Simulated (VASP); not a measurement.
**P: relaxation of cell and atoms with PBE+D3(BJ)**

The system is P, a slab with vacuum.

```
CELL_PARAMETERS angstrom
3.30249 0.00000 0.00000
0.00000 4.32773 0.00000
0.00000 0.00000 25.37277
ATOMIC_POSITIONS crystal
P 0.00000 0.57898 0.35747
P 0.50000 0.92102 0.35747
P 0.50000 0.07839 0.44167
P 0.00000 0.42161 0.44167
P 0.50000 0.57839 0.55833
P 0.00000 0.92161 0.55833
P 0.00000 0.07898 0.64253
P 0.50000 0.42102 0.64253
```

| Quantity | Value |
| --- | --- |
| Program | VASP 6.6.1 |
| Task | relaxation of cell and atoms |
| Functional | PBE |
| Dispersion | D3(BJ) |
| Potentials or basis | VASP PAW PBE potentials, release 64 (P) |
| Cutoff | 600 eV |
| k mesh | 10 × 8 × 1 |
| Occupations | gaussian, width 0.03 eV |
| Spin | no spin polarisation |
| Further INCAR settings | ALGO = Normal; EDIFF = 1e-07; IBRION = 2; EDIFFG = -0.005; NSW = 90; ISIF = 3 |

| Quantity | Value |
| --- | --- |
| Energy gained by relaxing | 0.0 meV/atom |
| Ionic steps | 2 |
| Band gap on the k mesh | 0.14 eV, direct |
| Dispersion energy per atom | -0.316 eV |

Final structure:
```cif
data_structure
_symmetry_space_group_name_H-M 'P 1'
_symmetry_Int_Tables_number 1
_cell_length_a 3.3025
_cell_length_b 4.3281
_cell_length_c 25.3728
_cell_angle_alpha 90.000
_cell_angle_beta 90.000
_cell_angle_gamma 90.000
_cell_volume 362.66
loop_
_atom_site_label
_atom_site_type_symbol
_atom_site_fract_x
_atom_site_fract_y
_atom_site_fract_z
_atom_site_occupancy
P1 P 0.00000 0.57902 0.35746 1
P2 P 0.50000 0.92098 0.35746 1
P3 P 0.50000 0.07837 0.44168 1
P4 P 0.00000 0.42163 0.44168 1
P5 P 0.50000 0.57837 0.55832 1
P6 P 0.00000 0.92163 0.55832 1
P7 P 0.00000 0.07902 0.64254 1
P8 P 0.50000 0.42098 0.64254 1
```

Levels at points of the mesh, in eV from the valence-band top:
| k point | band 16 | band 17 | band 18 | band 19 | band 20 | band 21 | band 22 | band 23 | band 24 | band 25 |
| --- | --- | --- | --- | --- | --- | --- | --- | --- | --- | --- |
| (0.00, 0.00, 0.00) | -2.44 | -2.27 | -2.23 | -0.98 | 0.00 | 0.14 | 0.81 | 0.81 | 1.11 | 2.11 |
| (0.50, 0.00, 0.00) | -3.28 | -2.79 | -2.79 | -2.42 | -2.42 | 0.78 | 0.78 | 0.86 | 0.86 | 1.17 |
| (0.00, 0.50, 0.00) | -3.09 | -1.46 | -1.46 | -1.21 | -1.21 | 1.52 | 1.52 | 1.58 | 1.58 | 2.65 |
| (0.50, 0.50, 0.00) | -5.35 | -2.04 | -2.04 | -2.04 | -2.04 | 1.96 | 1.96 | 1.96 | 1.96 | 4.11 |

Wall time 2.4 min on 4 MPI ranks on Intel(R) Xeon(R) 6975P-C (Granite Rapids) (shared host), peak memory 0.63 GiB a rank.
